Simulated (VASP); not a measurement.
CrInF3:

```xyz
5
Lattice="3.9108 0.0000 0.0000 0.0000 3.9108 0.0000 0.0000 0.0000 3.9108" Properties=species:S:1:pos:R:3 pbc="T T T"
Cr    1.9554    1.9554    1.9554
In    0.0000    0.0000    0.0000
F     1.9554    1.9554    0.0000
F     0.0000    1.9554    1.9554
F     1.9554    0.0000    1.9554
```

The cell was built by a generator and needn't be a form met in nature.

```yaml
Program: VASP 6.6.1
Task: relaxation of cell and atoms
Functional: PBE
Potentials_or_basis: VASP PAW PBE potentials, release 64 (Cr_pv, In_d, F)
Cutoff: 600 eV
k_mesh: 7 × 7 × 7
Occupations: gaussian, width 0.05 eV
Spin: collinear spin, ferromagnetic start
Starting_moments: "[3.0, 0.0, 0.0, 0.0, 0.0] μB"
```

At the start: pressure 29.8 GPa; volume 11.96 Å³/atom.

Question: Where does the relaxation end?

Answer: Over 4 steps the energy falls by 244.1 meV/atom and the volume is 15.24 Å³/atom (+27.4 %); space group Pm-3m (No. 221, to 0.05 Å); moment 4.00 μB per cell.

The path:
| step | energy change (eV) | largest force (eV/Å) | pressure (GPa) | volume (Å³) |
| --- | --- | --- | --- | --- |
| 1 | 0.0000 | 0.0000 | 29.78 | 59.82 |
| 2 | -1.1520 | 0.0000 | -4.17 | 81.20 |
| 3 | -1.2202 | 0.0000 | 0.37 | 75.78 |
| 4 | -1.2206 | 0.0000 | 0.04 | 76.19 |

Final structure:
```
Cr In F
1.0
     4.23926    0.00000    0.00000
     0.00000    4.23926    0.00000
     0.00000    0.00000    4.23926
Cr In F
1 1 3
Cartesian
  2.1196 2.1196 2.1196
  0.0000 0.0000 0.0000
  2.1196 2.1196 0.0000
  0.0000 2.1196 2.1196
  2.1196 0.0000 2.1196
```

Caveat: the volume moved by over 15 % at a fixed basis, so the end points are rough; a cell with one magnetic atom can't hold antiferromagnetic order, which such compounds often take.
